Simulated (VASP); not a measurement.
Consider the following.

```yaml
crystal:
  lattice:
    - [0.00000, 2.51344, 2.51344]
    - [2.51344, 0.00000, 2.51344]
    - [2.51344, 2.51344, 0.00000]
  atoms:
    - { symbol: Pb, position: [0.00000, 0.00000, 0.00000] }
```

Computed with PBE GGA with spin-orbit coupling, VASP's PBE PAW potentials (set 64) (plane waves; VASP). Numerical set-up: 400 eV cut-off, 11×11×11 Γ-centred mesh, Gaussian smearing of 0.050 eV, potentials Pb_d.

Task: Give the energies of bands 11 to 18 at the high-symmetry points, in eV from the Fermi level.

Result: 
| band | Γ | X | U | L | W |
|---|---|---|---|---|---|
| 11 | -11.32 | -6.65 | -6.73 | -7.95 | -6.55 |
| 12 | -11.32 | -6.65 | -6.73 | -7.95 | -6.55 |
| 13 | 5.06 | -3.14 | -2.33 | -3.98 | -1.85 |
| 14 | 5.06 | -3.14 | -2.33 | -3.98 | -1.85 |
| 15 | 8.06 | 1.51 | -0.96 | 4.49 | -0.78 |
| 16 | 8.06 | 1.51 | -0.96 | 4.49 | -0.78 |
| 17 | 8.06 | 2.67 | 2.99 | 6.22 | 0.52 |
| 18 | 8.06 | 2.67 | 2.99 | 6.22 | 0.52 |

It has no gap at this level: it comes out as a metal or semimetal.

The compound is Pb in the fcc structure. It was relaxed first.
